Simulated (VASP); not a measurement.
Data:

```yaml
crystal:
  lattice:
    - [6.50589, 0.00000, 0.00000]
    - [0.00000, 6.50589, 0.00000]
    - [0.00000, 0.00000, 6.50589]
  atoms:
    - { symbol: Hg, position: [0.00000, 0.00000, 0.00000] }
    - { symbol: Hg, position: [0.50000, 0.50000, 0.00000] }
    - { symbol: Hg, position: [0.50000, 0.00000, 0.50000] }
    - { symbol: Te, position: [0.24976, 0.25024, 0.25024] }
    - { symbol: Te, position: [0.75024, 0.74976, 0.25024] }
    - { symbol: Te, position: [0.75024, 0.25024, 0.74976] }
    - { symbol: Te, position: [0.24976, 0.74976, 0.74976] }
    - { symbol: Cd, position: [0.00000, 0.50000, 0.50000] }
```

Level of theory: PBEsol GGA, VASP's PBE PAW potentials (set 64) (plane waves; VASP 6.6.1). Settings: 400 eV cut-off, 6×6×6 Γ-centred mesh, tetrahedra with Blöchl corrections, potentials Hg Te Cd.

Unless said otherwise, spin-orbit coupling is left out, though it shifts the bands of the heavy elements here.

Q: Predict the energy per atom (σ→0), band gap (on the k-mesh) with the smallest direct gap where there is one.

A: 
```json
{
  "band gap (on the k-mesh)": "none (metal, semimetal or under 0.01 eV)",
  "energy per atom (σ→0)": "-2.325 eV/atom"
}
```

Total energies compare only between runs with the same potentials, cut-off and functional.

The structure was generated: CdHg3Te4 was put into an ordered model structure (P-43m), which need not be its known phase. It was relaxed first.
